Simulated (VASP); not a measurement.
Data:

```xyz
5
Lattice="4.0056 0.0000 0.0000 0.0000 4.0056 0.0000 0.0000 0.0000 4.0056" Properties=species:S:1:pos:R:3 pbc="T T T"
K      0.0000     0.0000     0.0000
Mg     2.0028     2.0028     2.0028
F      2.0028     0.0000     2.0028
F      0.0000     2.0028     2.0028
F      2.0028     2.0028     0.0000
```

Method: PBE GGA with D3 dispersion (Becke-Johnson damping), VASP's PBE PAW potentials (set 64) (plane waves; VASP). Run with 520 eV cut-off, 6×6×6 Γ-centred mesh, tetrahedra with Blöchl corrections, potentials K_sv Mg F.

The cores are frozen, which limits the accuracy of field gradients.

**Question.** Give the principal components of the electric field gradient (V/Å²) and the asymmetry η at each nucleus.

**Answer.** 
| atom | Vxx | Vyy | Vzz | η |
|---|---|---|---|---|
| K1 | 0.0 | 0.0 | 0.0 | - |
| Mg2 | 0.0 | 0.0 | 0.0 | - |
| F3 | -23.5 | -23.5 | 47.0 | 0.00 |
| F4 | -23.5 | -23.5 | 47.0 | 0.00 |
| F5 | -23.5 | -23.5 | 47.0 | 0.00 |

The compound is KMgF3 in the cubic perovskite structure. It was relaxed first.
